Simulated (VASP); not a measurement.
The input files of a VASP run:

### INCAR
```
ALGO=Normal
EDIFF=1E-7
ENCUT=480
GGA=PS
ISIF=2
ISMEAR=0
LASPH=.TRUE.
LCHARG=.FALSE.
LREAL=.FALSE.
LWAVE=.FALSE.
NELM=100
PREC=Accurate
SIGMA=0.05
SYSTEM=Mg2Si
```

File POSCAR:
```
Mg2Si
1
    0.0474117012     3.1607800822     3.1607800822
    3.2081917834     0.0000000000     3.2081917834
    3.1607800822     3.1607800822     0.0474117012
Mg Si
2 1
Direct
  0.2500000000   0.2500000000   0.2500000000
  0.7500000000   0.7500000000   0.7500000000
  0.0000000000   0.0000000000   0.0000000000
```

**KPOINTS**
```
Automatic mesh
0
Gamma
6 6 6
0 0 0
```

POTCAR, in this order: Mg Si (PBE.64 set). Program: vasp_std.

Problem. Write an equivalent input for Ansatz.

Solution. One equivalent input (not run):
Ansatz 0.2 input:
```yaml
crystal:
  lattice:
    - [0.0474117, 3.1607801, 3.1607801]
    - [3.2081918, 0.0000000, 3.2081918]
    - [3.1607801, 3.1607801, 0.0474117]
  atoms:
    - { symbol: Mg, position: [0.2500000, 0.2500000, 0.2500000] }
    - { symbol: Mg, position: [0.7500000, 0.7500000, 0.7500000] }
    - { symbol: Si, position: [0.0000000, 0.0000000, 0.0000000] }
kpoints:
  mp_grid: { grid: [6, 6, 6] }
hamiltonian:
  xc: pbesol
  pseudopotentials: { kind: paw }
scf:
  occupations: { method: gaussian, width: 0.05 }
  max_iter: 100
output: { forces: true, stress: true, eigenvalues: true }
```
The two are equivalent in intent, not identical: each code has its own PAW files, so the cut-off isn't converted (ENCUT is set for VASP's; basis.ecutwfc is left out, and Ansatz then takes the one that its files recommend); Ansatz stops its SCF on the density residual and VASP on the energy change (EDIFF).

The compound is Mg2Si in the antifluorite structure. This cell was strained or had an atom moved on purpose.
